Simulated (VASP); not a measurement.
```xyz
3
Lattice="0.0000 2.7846 2.7846 2.7846 0.0000 2.7846 2.7846 2.7846 0.0000" Properties=species:S:1:pos:R:3 pbc="T T T"
Ca     0.0000     0.0000     0.0000
F      1.3923     1.3923     1.3923
F      4.1769     4.1769     4.1769
```

The numbers are results of PBE GGA, VASP's PBE PAW potentials (set 64) (plane waves; VASP 6.6.1), not measurements. Settings: 520 eV cut-off, KSPACING 0.25 per Å, Gaussian smearing of 0.050 eV, potentials Ca_sv F.

Gaps are read on the run's mesh, which can miss a band edge.

**Question.** Predict the energy per atom (σ→0), pressure, band gap (on the k-mesh) with the smallest direct gap where there is one.

**Answer.** 
```json
{
  "band gap (on the k-mesh)": "6.94 eV",
  "smallest direct gap (on the k-mesh)": "7.19 eV",
  "energy per atom (σ→0)": "-5.778 eV/atom",
  "pressure": "-2.08 GPa"
}
```

Total energies compare only between runs with the same potentials, cut-off and functional.

The compound is CaF2 in the fluorite structure. The cell was not relaxed at this level. The run is one of a series of settings (KGAMMA = .TRUE., KSPACING = 0.25, KPOINTS file removed against the base run), some of them coarse on purpose.
